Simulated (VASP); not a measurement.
Input for VASP

**INCAR**
```
! general
SYSTEM   =  SrPPt
PREC     =  Accurate
ENCUT    =  400   ! plane-wave cut-off (eV)
LREAL    =  .False.
LASPH    =  .True.   ! aspherical one-centre terms

! electronic loop
EDIFF    =  1E-7
NELM     =  100   ! most electronic steps
ALGO     =  Normal   ! blocked Davidson
LMAXMIX  =  6   ! l cut-off of mixed one-centre charges

! smearing
ISMEAR   =  -5

! functional
GGA      =  PS   ! PBEsol

! ions
ISIF     =  2   ! forces and stress, cell fixed

! output
LWAVE    =  .False.
LCHARG   =  .True.
LORBIT   =  11   ! lm-projected
NEDOS    =  601

! other
LEFG     =  .True.
```

**POSCAR**
```
SrPPt
1
    4.0737532099     0.0000000000     0.0000000000
   -2.0368766050     3.5279736052    -0.0000000000
    0.0000000000    -0.0000000000     4.4859785741
Sr P Pt
1 1 1
Direct
  0.6666670000   0.3333330000   0.0000000000
  0.3333330000   0.6666670000   0.5000000000
  0.0000000000   0.0000000000   0.5000000000
```

**KPOINTS**
```
Automatic mesh
0
Gamma
10 10 8
0 0 0
```

POTCAR, in this order: Sr_sv P Pt (PBE.64 set). Program: vasp_std.

Question: Write an equivalent input for Ansatz.

Answer: One equivalent input (not run):
Ansatz 0.2 input:
```yaml
crystal:
  lattice:
    - [4.0737532, 0.0000000, 0.0000000]
    - [-2.0368766, 3.5279736, 0.0000000]
    - [0.0000000, 0.0000000, 4.4859786]
  atoms:
    - { symbol: Sr, position: [0.6666670, 0.3333330, 0.0000000] }
    - { symbol: P, position: [0.3333330, 0.6666670, 0.5000000] }
    - { symbol: Pt, position: [0.0000000, 0.0000000, 0.5000000] }
kpoints:
  mp_grid: { grid: [10, 10, 8] }
hamiltonian:
  xc: pbesol
  pseudopotentials: { kind: paw }
scf:
  occupations: { method: tetrahedron }
  max_iter: 100
output: { forces: true, stress: true, eigenvalues: true }
```
Limits of the translation: each code has its own PAW files, so the cut-off isn't converted (ENCUT is set for VASP's; basis.ecutwfc is left out, and Ansatz then takes the one that its files recommend); Ansatz stops its SCF on the density residual and VASP on the energy change (EDIFF); the field gradients of LEFG aren't asked of the other code.

The structure comes from a computed database's SrPPt entry (P-6m2); how it stands against other phases isn't given here. It was relaxed first.
